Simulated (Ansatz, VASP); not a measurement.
**Na4Ca2ZnSi22O49: VASP beside Ansatz**

One calculation is typed for both programs; each brings its own data sets. How far apart do they land? The structure shown is frame 100 of Ansatz's trajectory.

Program: Ansatz 0.2.0. Level of theory: plane waves, with VASP 6.6.1 beside it; single point at PBE. Results are calculated unless marked as measured.

### Step 1. Starting point

The cell holds 78 atoms: 22 Si, 4 Na, 2 Ca, 1 Zn and 49 O. Its edges and angles: a = 10.125 Å, b = 10.125 Å, c = 10.125 Å, α = 90.0°, β = 90.0°, γ = 90.0°. As first built, before any earlier steps moved the atoms (in the runner's words): 78 atoms (22 Si, 4 Na, 2 Ca, 1 Zn, 49 O) placed at random at 2.4 g/cm^3, melted at 4000 K for 10 ps at fixed volume with the Morse and Coulomb pair potential with partial charges (Pedone, Malavasi, Menziani, Cormack and Segre, J. Phys. Chem. B 110, 11780 (2006)). Quenched from 4000 K to 300 K at 300 K/ps and fixed volume, held 10 ps at zero pressure.

### Step 2. Ansatz: dynamics, PBE

Ansatz runs on its default PAW (the set named soft_2) files.

One frame of this run of dynamics is then solved in both programs, so the motion causes no difference.

The input, input.yaml:

```yaml
crystal:
  lattice:
    - [10.12515, 0.0, 0.0]
    - [0.0, 10.12515, 0.0]
    - [0.0, 0.0, 10.12515]
  atoms:
    - { symbol: Si, position: [0.24341, 0.25369, 0.36632] }
    - { symbol: Si, position: [0.53984, 0.27407, 0.32374] }
    - { symbol: Si, position: [0.02493, 0.79244, 0.14222] }
    - { symbol: Si, position: [0.56697, 0.82767, 0.78986] }
    - { symbol: Si, position: [0.36824, 0.43672, 0.01717] }
    - { symbol: Si, position: [0.90019, 0.06114, 0.50033] }
    - { symbol: Si, position: [0.07128, 0.36056, 0.77227] }
    - { symbol: Si, position: [0.4125, 0.05381, 0.68664] }
    - { symbol: Si, position: [0.58418, 0.76707, 0.0764] }
    - { symbol: Si, position: [0.52212, 0.98164, 0.39262] }
    - { symbol: Si, position: [0.18914, 0.1706, 0.08823] }
    - { symbol: Si, position: [0.95, 0.03866, 0.9416] }
    - { symbol: Si, position: [0.84427, 0.53277, 0.43465] }
    - { symbol: Si, position: [0.12429, 0.0828, 0.69768] }
    - { symbol: Si, position: [0.79824, 0.30784, 0.63782] }
    - { symbol: Si, position: [0.33748, 0.60904, 0.74615] }
    - { symbol: Si, position: [0.4921, 0.34943, 0.63502] }
    - { symbol: Si, position: [0.7437, 0.81617, 0.52869] }
    - { symbol: Si, position: [0.94373, 0.54858, 0.9633] }
    - { symbol: Si, position: [0.31757, 0.89912, 0.14775] }
    - { symbol: Si, position: [0.14672, 0.52279, 0.49896] }
    - { symbol: Si, position: [0.71227, 0.48047, 0.16343] }
    - { symbol: Na, position: [0.65742, 0.56078, 0.85669] }
    - { symbol: Na, position: [0.26091, 0.83992, 0.47453] }
    - { symbol: Na, position: [0.4223, 0.59331, 0.31968] }
    - { symbol: Na, position: [0.14314, 0.52198, 0.21377] }
    - { symbol: Ca, position: [0.0041, 0.77892, 0.73088] }
    - { symbol: Ca, position: [0.60341, 0.19044, 0.91168] }
    - { symbol: Zn, position: [0.7979, 0.92438, 0.26193] }
    - { symbol: O, position: [0.79836, 0.16576, 0.57809] }
    - { symbol: O, position: [0.6267, 0.35398, 0.22241] }
    - { symbol: O, position: [0.02304, 0.01078, 0.79709] }
    - { symbol: O, position: [0.17489, 0.18706, 0.24152] }
    - { symbol: O, position: [0.39374, 0.93688, 0.30296] }
    - { symbol: O, position: [0.51281, 0.39146, 0.98671] }
    - { symbol: O, position: [0.64904, 0.3503, 0.7062] }
    - { symbol: O, position: [0.45082, 0.20862, 0.70237] }
    - { symbol: O, position: [0.0021, 0.56458, 0.454] }
    - { symbol: O, position: [0.5719, 0.12083, 0.34568] }
    - { symbol: O, position: [0.04096, 0.08807, 0.56478] }
    - { symbol: O, position: [0.17921, 0.39055, 0.40504] }
    - { symbol: O, position: [0.53289, 0.34419, 0.47442] }
    - { symbol: O, position: [0.89313, 0.6209, 0.83387] }
    - { symbol: O, position: [0.87029, 0.90665, 0.53851] }
    - { symbol: O, position: [0.04043, 0.4455, 0.90099] }
    - { symbol: O, position: [0.64126, 0.87269, 0.41717] }
    - { symbol: O, position: [0.38931, 0.28341, 0.28997] }
    - { symbol: O, position: [0.80561, 0.08868, 0.9418] }
    - { symbol: O, position: [0.77155, 0.66597, 0.49287] }
    - { symbol: O, position: [0.20812, 0.6847, 0.72612] }
    - { symbol: O, position: [0.6211, 0.77217, 0.92884] }
    - { symbol: O, position: [0.18052, 0.82714, 0.16803] }
    - { symbol: O, position: [0.25573, 0.62803, 0.45589] }
    - { symbol: O, position: [0.68114, 0.82881, 0.67983] }
    - { symbol: O, position: [0.2825, 0.18305, 0.49341] }
    - { symbol: O, position: [0.29263, 0.03755, 0.07727] }
    - { symbol: O, position: [0.47916, 0.99449, 0.55069] }
    - { symbol: O, position: [0.46008, 0.71851, 0.74124] }
    - { symbol: O, position: [0.33678, 0.52073, 0.13926] }
    - { symbol: O, position: [0.88926, 0.07587, 0.34936] }
    - { symbol: O, position: [0.42993, 0.81241, 0.08746] }
    - { symbol: O, position: [0.82081, 0.47838, 0.03778] }
    - { symbol: O, position: [0.01209, 0.64974, 0.06319] }
    - { symbol: O, position: [0.11579, 0.44706, 0.6438] }
    - { symbol: O, position: [0.66232, 0.88381, 0.14694] }
    - { symbol: O, position: [0.05494, 0.13058, 0.01747] }
    - { symbol: O, position: [0.40358, 0.47407, 0.6613] }
    - { symbol: O, position: [0.93163, 0.79212, 0.26158] }
    - { symbol: O, position: [0.26526, 0.00678, 0.70052] }
    - { symbol: O, position: [0.91539, 0.3175, 0.7361] }
    - { symbol: O, position: [0.82064, 0.40452, 0.52642] }
    - { symbol: O, position: [0.33699, 0.53414, 0.8896] }
    - { symbol: O, position: [0.15138, 0.22591, 0.76482] }
    - { symbol: O, position: [0.50301, 0.97283, 0.79613] }
    - { symbol: O, position: [0.96968, 0.89511, 0.02452] }
    - { symbol: O, position: [0.63148, 0.61949, 0.14338] }
    - { symbol: O, position: [0.80332, 0.5117, 0.29041] }
    - { symbol: O, position: [0.26514, 0.29935, 0.02324] }
kpoints:
  mp_grid: { grid: [1, 1, 1] }
hamiltonian:
  xc: pbe
scf:
  occupations: { method: fermi_dirac, width: 0.078 }
output:
  forces: true
md:
  timestep: 1.0
  n_steps: 301
  ensemble: nve
  temperature: 900
  initial_velocities: maxwell_boltzmann
  seed: 1729
```

On the command line:

```bash
$ ansatz run input.yaml --threads 4 --pin off --max-ram 8192MiB --backend cpu --events-out ev --progress --plain --runs-dir out
```

Numbers of over 12 decimals in the logs are rounded to 6 here.

Output:

```text
Warning: md: disabling space-group detection — thermal motion breaks the input geometry's symmetry, so no spatial operation reduces the k-mesh or symmetrises the density; time reversal is kept, so that k and −k are solved as one point where they differ and the mesh holds both, and exact exchange and, on two spinor components, a DFT+U term hold to it where the run has them: on two components no moment then forms, and  [...]
Engine: ansatz 0.2.0, aarch64-unknown-linux-gnu
Pseudopotentials: kind: paw
Pseudopotential: Si, paw, valence charge 4, recommended cutoff 420 eV (normal), Si.paw.azcp
Pseudopotential: Na, paw, valence charge 9, recommended cutoff 420 eV (normal), Na.paw.azcp
Pseudopotential: Ca, paw, valence charge 10, recommended cutoff 420 eV (normal), Ca.paw.azcp
Pseudopotential: Zn, paw, valence charge 12, recommended cutoff 420 eV (normal), Zn.paw.azcp
Pseudopotential: O, paw, valence charge 6, recommended cutoff 420 eV (normal), O.paw.azcp
Functional definition: PBE
  parameter kappa = 0.804
  parameter beta = 0.066725
  exchange = pbe_x(kappa = kappa, mu = beta*pi^2/3)
  correlation = pbe_c(beta = beta)
Crystal: 78 atoms, lattice volume = 1038.017 Å³
Basis set: ecut = 420 eV, 20341 PW (Γ), exchange–correlation on 144×144×144 points (8 copies of the dense FFT grid, shifted against one another)
Bands: 303, of which v1, the nominal top of the filled ones, is band 225 counted from 1 (224 counted from 0)
Symmetry: 1 space group operations
k-points: 1
Non-local potential: Si, projectors of the file, l = 0: 2, l = 1: 2, l = 2: 2
Non-local potential: Na, projectors of the file, l = 0: 3, l = 1: 2, l = 2: 1
Non-local potential: Ca, projectors of the file, l = 0: 3, l = 1: 2, l = 2: 2
Non-local potential: Zn, projectors of the file, l = 0: 2, l = 1: 2, l = 2: 3, l = 3: 1
Non-local potential: O, projectors of the file, l = 0: 2, l = 1: 2, l = 2: 1
PAW form: soft (Blöchl's): semilocal exchange-correlation on the pseudo side does not see the compensation charge
PAW one-centre angular grid: Si, 110 points (default); XC on 64 Gauss nodes
PAW one-centre angular grid: Na, 110 points (default); XC on 64 Gauss nodes
PAW one-centre angular grid: Ca, 110 points (default); XC on 64 Gauss nodes
PAW one-centre angular grid: Zn, 590 points (default); XC on 64 Gauss nodes
PAW one-centre angular grid: O, 110 points (default); XC on 64 Gauss nodes
Initial density: superposition of atomic densities (neutral atoms: chi_scale 0, normalization atom), corrected by the library's trained network
Initial wavefunctions: pseudopotential atomic-orbital guess
Functional: x = pbe(κ = 0.804, μ = 0.219515), c = pbe(β = 0.066725)
SCF iter   1: F=—  HF=-54764.004487 eV  |F-HF|=—  |Δ(HF+E_count)|=         —  Δρ=2.64e-3  dr2=1.47e-1  ethr=1.77e-3  ⟨swp⟩=7.0  Hψ=1570  notcnv=0  defer=28
preconditioner: auto → Resta (q_TF=auto, 2.374 Å⁻¹)  ε∞=3.1  [insulator: Δε(μ)=2.960 eV  Ē_g=16.548 eV  σ=0.078 eV  W_gap=1.00  n_scr=250 (ndim 8)  ℏωp=24.1 eV  f_vac=0.150  D(μ)=0.00/eV (n_scr^D=0)  ε∞_Penn≈3.1]
SCF iter   2: F=—  HF=-54763.984073 eV  |F-HF|=—  |Δ(HF+E_count)|=   2.04e-2  Δρ=1.43e-3  dr2=3.68e-2  ethr=3.28e-5  ⟨swp⟩=2.0  Hψ=503  notcnv=0  defer=54
SCF iter   3: F=—  HF=-54763.979594 eV  |F-HF|=—  |Δ(HF+E_count)|=   4.48e-3  Δρ=6.91e-4  dr2=9.95e-3  ethr=8.18e-6  ⟨swp⟩=2.0  Hψ=386  notcnv=0  defer=54
SCF iter   4: F=—  HF=-54763.977678 eV  |F-HF|=—  |Δ(HF+E_count)|=   1.92e-3  Δρ=2.64e-4  dr2=8.46e-4  ethr=2.21e-6  ⟨swp⟩=2.0  Hψ=391  notcnv=0  defer=54
SCF iter   5: F=—  HF=-54763.977722 eV  |F-HF|=—  |Δ(HF+E_count)|=   4.41e-5  Δρ=1.62e-4  dr2=2.25e-4  ethr=1.88e-7  ⟨swp⟩=2.0  Hψ=396  notcnv=0  defer=54
SCF iter   6: F=—  HF=-54763.977736 eV  |F-HF|=—  |Δ(HF+E_count)|=   1.38e-5  Δρ=4.43e-5  dr2=1.69e-5  ethr=5.01e-8  ⟨swp⟩=2.0  Hψ=398  notcnv=0  defer=54
SCF iter   7: F=—  HF=-54763.979277 eV  |F-HF|=—  |Δ(HF+E_count)|=   1.54e-3  Δρ=2.26e-5  dr2=4.62e-6  ethr=3.75e-9  ⟨swp⟩=2.0  Hψ=528  notcnv=0  defer=64
SCF iter   8: F=—  HF=-54763.979279 eV  |F-HF|=—  |Δ(HF+E_count)|=   1.93e-6  Δρ=7.51e-6  dr2=6.46e-7  ethr=1.03e-9  ⟨swp⟩=2.0  Hψ=386  notcnv=0  defer=64
SCF iter   9: F=—  HF=-54763.979280 eV  |F-HF|=—  |Δ(HF+E_count)|=   5.75e-7  Δρ=3.31e-6  dr2=1.13e-7  ethr=1.44e-10  ⟨swp⟩=2.0  Hψ=397  notcnv=0  defer=64
SCF iter  10: F=-54763.979280 eV  HF=-54763.979280 eV  |F-HF|=1.10e-8  |Δ(HF+E_count)|=   5.26e-8  Δρ=1.37e-6  dr2=1.96e-8  ethr=1.73e-11  ⟨swp⟩=4.0  Hψ=902  notcnv=0
SCF 1 converged in 10 iterations: F = -54763.979280 eV  dr2 = 1.96e-8
[...]
md step   294: t =   294.00 fs  T =   898.5 K  F+E_penalty+E_count = -54763.96884091 eV  E_kin = 8.942981 eV  conserved = -54755.02585999 eV  (4 SCF iters)
[...]
md step   295: t =   295.00 fs  T =   909.8 K  F+E_penalty+E_count = -54764.08177193 eV  E_kin = 9.055422 eV  conserved = -54755.02634977 eV  (4 SCF iters)
[...]
md step   296: t =   296.00 fs  T =   911.6 K  F+E_penalty+E_count = -54764.09880307 eV  E_kin = 9.073314 eV  conserved = -54755.02548874 eV  (4 SCF iters)
[...]
md step   297: t =   297.00 fs  T =   905.1 K  F+E_penalty+E_count = -54764.03178276 eV  E_kin = 9.008151 eV  conserved = -54755.02363133 eV  (4 SCF iters)
[...]
md step   298: t =   298.00 fs  T =   892.9 K  F+E_penalty+E_count = -54763.90822511 eV  E_kin = 8.886906 eV  conserved = -54755.02131930 eV  (4 SCF iters)
[...]
md step   299: t =   299.00 fs  T =   878.5 K  F+E_penalty+E_count = -54763.76307005 eV  E_kin = 8.743935 eV  conserved = -54755.01913469 eV  (4 SCF iters)
md step   300: t =   300.00 fs  T =   865.3 K  F+E_penalty+E_count = -54763.62971902 eV  E_kin = 8.612147 eV  conserved = -54755.01757241 eV  (9 SCF iters)
[...]
md step   301: t =   301.00 fs  T =   855.6 K  F+E_penalty+E_count = -54763.53233682 eV  E_kin = 8.515401 eV  conserved = -54755.01693619 eV  (9 SCF iters)
SCF converged after 9 iterations
Free energy (F): -54763.532337 eV
Harris-Foulkes:  -54763.532337 eV  (|F-HF|=9.98e-9)
Internal energy: -54763.532337 eV  (E = F + TS)
E sigma→0 (E₀):  -54763.532337 eV
Fermi energy:    5.729453 eV
--- Per-component energies (eV) ---
  E_band       = -2617.938817
  E_kinetic    = 10891.850453
  E_local      = -33675.080421  (includes V_loc(G=0)·N_el)
  E_nonlocal   = 4086.924322
  E_hartree    = 12456.374650
  E_xc         = -5438.562391
  E_vxc        = -6292.677672  (∫ρ·V_xc dr)
  E_paw        = -23667.648360  (= ΣΔE_a)
  E_vpaw       = -2541.832313  (= ΣTr[D̂ρ^β])
  E_aug_tail   = 0.123745  (compensation charges beyond the density's cutoff)
  E_ewald      = -19417.514335
  E_smearing   = -0.000000  (= −TS)
  E_closure    = 0.000000  (closes the sum)
  Σ components = -54763.532337   (vs F -54763.532337, Δ=0.00e0)
--- Forces (eV/Å), atoms counted from 1 ---
  atom   1  Si    -0.57063816    -0.47738994     0.57953178
  atom   2  Si    -1.94333479    -1.62464536     0.37516019
  atom   3  Si    -0.58913658     2.09165989     1.60120818
  atom   4  Si    -0.79086321     2.89229774     0.32752306
  atom   5  Si     2.13309655     0.58309385    -1.86773515
  atom   6  Si     1.51268277     0.49259032     2.40882111
  atom   7  Si    -2.21878553    -0.17183765    -2.45908692
  atom   8  Si     0.04850782    -0.15122330    -0.33880513
  atom   9  Si     1.03313669     0.30488913    -3.14677412
  atom  10  Si     0.31474875     0.81201179     2.01842532
  atom  11  Si     1.12634174     0.35746299    -0.60450255
  atom  12  Si    -3.32457361    -1.46740868     5.37158595
  atom  13  Si     0.78431613    -1.57942428     1.91314288
  atom  14  Si     0.40548250     0.87126047     2.39898569
  atom  15  Si     1.45014429     3.09995106     1.32199111
  atom  16  Si     2.65469416    -0.56074814    -1.20793878
  atom  17  Si     2.16636961    -1.32520188     0.13647661
  atom  18  Si     4.60615044    -1.70534221     2.68559700
  atom  19  Si    -1.27933806    -0.70611931    -0.72459382
  atom  20  Si    -0.74112637     0.76422313     0.56058666
  atom  21  Si    -0.68702472     0.47294472     1.04570589
  atom  22  Si     2.28804575    -1.11220865     1.10610704
  atom  23  Na    -0.14053434    -0.29667241    -0.22637830
  atom  24  Na    -0.18381835    -0.37851927     0.34467740
[...]
atom  71  O      0.08473160     2.14041863    -1.51557171
  atom  72  O      0.05369844    -0.72730746     1.75315849
  atom  73  O     -0.55131932     1.34348254     0.19005129
  atom  74  O     -0.20648101    -0.09488690    -0.26761581
  atom  75  O      0.98355190     1.10287448     1.67883208
  atom  76  O     -0.53497682     0.43235156     0.57475703
  atom  77  O     -1.31218145     0.17523535    -1.66380398
  atom  78  O     -1.62590775    -2.73894450    -0.29245186
  max |Σ_I F_I| component: 3.60e-5 eV/Å
--- MD trajectory: 301 steps, t = 0.0 → 301.0 fs ---
  final state: T = 855.6 K   F+E_penalty+E_count = -54763.53233682 eV   E_kin = 8.515401 eV
  conserved energy: peak-to-peak 1.620e-2 eV (2.076e-4 eV/atom) over 301.0 fs
```

In the SCF lines HF is the Harris–Foulkes energy and dr2 the Hartree energy of the density residual, in eV; the loop may stop once dr2 is under the threshold and the program's other checks hold. Hψ counts applications of the Hamiltonian.

(Continued in part 2 of 2.)

[Lines on the potential files, build, host, timing and source positions are cut from VASP's logs without a mark.]

[Logs are printed without paths, hosts, clocks, repeated set-up lines and the standing remarks that a program may print on its own settings, such as how far it seeks lower states.]

[Hosts, paths, dates, database ids (printed as entryN), source tags and the programs' standing remarks are cut or masked in the printed files.]
